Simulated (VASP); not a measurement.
Data:

```
CELL_PARAMETERS angstrom
      3.45195     0.00000     0.00000
      0.00000     3.45195     0.00000
      0.00000     0.00000     3.45195
ATOMIC_POSITIONS crystal
  Si 0.00000 0.00000 0.00000
  Ni 0.00000 0.50000 0.50000
  Ni 0.50000 0.00000 0.50000
  Ni 0.50000 0.50000 0.00000
```

All values below come from MS2 meta-GGA, VASP's PBE PAW potentials (set 64) (plane waves; VASP). Settings: 520 eV cut-off, 10×10×10 Γ-centred mesh, tetrahedra with Blöchl corrections, potentials Si Ni.

Give the energies of bands 7 to 20 at the high-symmetry points, in eV from the Fermi level.

```json
[
 {"band": "7", "Γ": "-3.84", "X": "-3.28", "M": "-3.02", "R": "-4.02"},
 {"band": "8", "Γ": "-1.75", "X": "-2.36", "M": "-3.02", "R": "-2.46"},
 {"band": "9", "Γ": "-1.75", "X": "-2.36", "M": "-2.26", "R": "-2.46"},
 {"band": "10", "Γ": "-1.75", "X": "-2.34", "M": "-2.26", "R": "-2.46"},
 {"band": "11", "Γ": "-1.00", "X": "-2.26", "M": "-1.81", "R": "-1.85"},
 {"band": "12", "Γ": "-1.00", "X": "-1.69", "M": "-1.80", "R": "-1.85"},
 {"band": "13", "Γ": "-1.00", "X": "-1.44", "M": "-1.80", "R": "-1.85"},
 {"band": "14", "Γ": "-0.97", "X": "-1.44", "M": "-1.79", "R": "-1.46"},
 {"band": "15", "Γ": "-0.97", "X": "-1.42", "M": "-1.32", "R": "-1.46"},
 {"band": "16", "Γ": "-0.47", "X": "-0.88", "M": "-1.22", "R": "-0.67"},
 {"band": "17", "Γ": "0.08", "X": "0.08", "M": "-0.98", "R": "-0.25"},
 {"band": "18", "Γ": "0.08", "X": "3.81", "M": "0.64", "R": "-0.25"},
 {"band": "19", "Γ": "0.08", "X": "3.81", "M": "0.64", "R": "-0.25"},
 {"band": "20", "Γ": "5.15", "X": "5.32", "M": "5.93", "R": "1.33"}
]
```

It has no gap at this level: it comes out as a metal or semimetal.

The compound is Ni3Si in the L1_2 structure. It was relaxed first. The run is not spin-polarised, so no magnetic state was tried.
